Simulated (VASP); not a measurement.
Input:

```yaml
crystal:
  lattice:
    - [0.00000, 3.20872, 3.20872]
    - [3.20872, 0.00000, 3.20872]
    - [3.20872, 3.20872, 0.00000]
  atoms:
    - { symbol: Mg, position: [0.00000, 0.00000, 0.00000] }
    - { symbol: Te, position: [0.25000, 0.25000, 0.25000] }
```

Calculation: LDA (Ceperley-Alder, Perdew-Zunger), VASP's LDA PAW potentials (set 64) (plane waves; VASP). Settings: 300 eV cut-off, 6×6×6 Γ-centred mesh, Fermi-Dirac smearing of 0.050 eV, potentials Mg Te.

Unless said otherwise, spin-orbit coupling is left out, though it shifts the bands of the heavy elements here.

Q: Give the energies of bands 2 to 7 at the high-symmetry points, in eV from the valence-band maximum.

A: 
| band | Γ | X | U | L | W |
|---|---|---|---|---|---|
| 2 | 0.00 | -3.15 | -2.89 | -3.33 | -2.77 |
| 3 | 0.00 | -1.23 | -2.03 | -0.43 | -1.96 |
| 4 | 0.00 | -1.23 | -0.99 | -0.43 | -1.52 |
| 5 | 2.30 | 2.68 | 3.31 | 3.11 | 4.46 |
| 6 | 5.40 | 3.42 | 5.14 | 5.45 | 5.61 |
| 7 | 5.40 | 9.58 | 7.85 | 5.45 | 6.11 |

The gap is direct, 2.30 eV, from the valence maximum at Γ to the conduction minimum at Γ.

The structure is a typed MgTe crystal (F-43m). The cell was not relaxed at this level.
